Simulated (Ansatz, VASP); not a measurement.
## One calculation of GaGe, two programs

```
Ga Ge
1.0
     0.00000    2.89784    2.89784
     2.89784    0.00000    2.89784
     2.89784    2.89784    0.00000
Ga Ge
1 1
Direct
  0.75000 0.75000 0.75000
  0.02440 0.00000 0.00000
```

Change from the starting cell: all Ge atoms moved -0.100 Å, as atom 2 towards its neighbour atom 2 (Ge) at 4.098 Å.

Alike in both runs: task single point; functional PBEsol; k mesh 14 × 14 × 14; occupations gaussian, width 0.15 eV; no spin polarisation.

|  | VASP | Ansatz |
| --- | --- | --- |
| version | VASP 6.6.1 | Ansatz 0.2.0 |
| potentials or method | VASP PAW PBE potentials, release 64 (Ga_d, Ge_d) | scalar-relativistic, plane waves, PAW |
| plane-wave cutoff (eV) | 520 | 420 |
| valence electrons in the cell | 27 | 27 |

Ansatz gave:

| Quantity | Value |
| --- | --- |
| gap on the k mesh at the Fermi level (eV) | none |
| pressure (GPa) | -2.3 |
| largest component of the traceless stress (GPa) | 1.79 |
| rms of the force components (eV/Å) | 0.256 |

Question: Estimate VASP's values.

Answer: gap on the k mesh at the Fermi level (eV): none; pressure (GPa): -2.3; largest component of the traceless stress (GPa): 1.78; rms of the force components (eV/Å): 0.254.

Atom by atom the forces differ by 0.001 eV/Å (rms over components). A gap of «none» marks a metal or a gap that the smearing closes. With one functional, cell and mesh, what is left measures potentials, basis and numerics.

Caveats: the PAW data sets were made with another functional, which shifts forces and pressure a little (VASP).
